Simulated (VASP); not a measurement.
Write the native input for VASP 6.6.1 that does the following.

```
Task                   : single point
Functional             : LDA
Potentials or basis    : VASP PAW LDA potentials, release 64 (Rb_sv, Mo_sv, O)
Cutoff                 : 520 eV
k mesh                 : 2 × 2 × 2
Occupations            : methfessel-paxton, width 0.15 eV
Spin                   : no spin polarisation
Dipole correction      : no
Further INCAR settings : ALGO = Fast; EDIFF = 1e-07; NBANDS = 28
```

The structure of RbMoO3 lies in POSCAR:

```
RbMoO3
1.0
    4.0529190000      0.0000000000      0.0000000000
    0.0000000000      4.0529190000      0.0000000000
    0.0000000000      0.0000000000      4.0529190000
Rb Mo O
1 1 3
Direct
    0.5000000000      0.5000000000      0.5000000000
    0.0000000000      0.0000000000      0.0000000000
    0.5000000000      0.0000000000      0.0000000000
    0.0000000000      0.5000000000      0.0000000000
    0.0000000000      0.0000000000      0.5000000000
```

The cell comes from a database or a generator and needn't be the stable form of this composition.

The input as run:

INCAR

```
PREC = Accurate ; ENCUT = 520
EDIFF = 1E-7 ; ISMEAR = 1
SIGMA = 0.15 ; LREAL = False
LASPH = True ; NELM = 100
ALGO = Fast ; ISIF = 2
LWAVE = False ; LCHARG = False
GGA = CA ; NBANDS = 28
```

KPOINTS

```
Automatic mesh
0
Gamma
  2 2 2
```

Potentials or basis: VASP PAW LDA potentials, release 64 (Rb_sv, Mo_sv, O).

Command:

```bash
$ cat potpaw_LDA.64/Rb_sv/POTCAR potpaw_LDA.64/Mo_sv/POTCAR potpaw_LDA.64/O/POTCAR > POTCAR
$ mpirun -np 1 vasp_std > vasp.out
```

Results of the run:

| Property | Result |
| --- | --- |
| Pressure | -17.2 GPa |
| Band gap on the k mesh | none (metal or under the smearing width) |

Caveat: the k mesh is coarse (spacing up to 0.78 Å⁻¹), so the values aren't converged; so large a pressure means that the cell lies far from this level's equilibrium, or that cutoff or potentials fall short; an odd number of electrons without spin polarisation forces a metal; a magnetic or distorted state may lie lower.

Run time: 4.6 s on 1 thread of Intel(R) Xeon(R) 6975P-C (Granite Rapids), with other jobs on the host, peak memory 0.14 GiB.
